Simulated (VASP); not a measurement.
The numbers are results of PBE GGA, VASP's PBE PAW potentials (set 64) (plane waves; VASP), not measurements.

VASP ran on this input.

**POSCAR**
```
Ni3Al
3.570
  1.0000000000   0.0000000000   0.0000000000
  0.0000000000   1.0000000000   0.0000000000
  0.0000000000   0.0000000000   1.0000000000
Al Ni
1 3
Direct
  0.0000000000   0.0000000000   0.0000000000
  0.0000000000   0.5000000000   0.5000000000
  0.5000000000   0.0000000000   0.5000000000
  0.5000000000   0.5000000000   0.0000000000
```

INCAR:
```
# general
SYSTEM   =  Ni3Al
PREC     =  Accurate
ENCUT    =  400
LREAL    =  .FALSE.
LASPH    =  .TRUE.

# electronic loop
EDIFF    =  1E-6
NELM     =  100
ALGO     =  Normal
LMAXMIX  =  4

# smearing
ISMEAR   =  1
SIGMA    =  0.1

# functional
GGA      =  PE

# spin
ISPIN    =  1

# ions
ISIF     =  2

# output
LWAVE    =  .FALSE.
LCHARG   =  .FALSE.
LORBIT   =  10
```

### KPOINTS
```
Regular mesh
0
G
8 8 8
```

POTCAR, in this order: Al Ni (PBE.64 set). Program: vasp_std.

Q: What will the output report for the number of irreducible k-points (NKPTS), number of bands (NBANDS), largest plane-wave count, number of space-group operations, FFT grid (NGX, NGY, NGZ)?

A: 
| Quantity | Result |
|---|---|
| number of irreducible k-points (NKPTS) | 35 |
| number of bands (NBANDS) | 20 |
| largest plane-wave count | 852 |
| number of space-group operations | 48 |
| FFT grid (NGX, NGY, NGZ) | 24 × 24 × 24 |

The compound is Ni3Al in the L1_2 structure. The cell was not relaxed at this level. The run is one of a series of settings (ISPIN = 1, the spin start removed against the base run), some of them coarse on purpose. The run is not spin-polarised, so no magnetic state was tried. The electron count is odd and the run is not spin-polarised, which forces a metal.
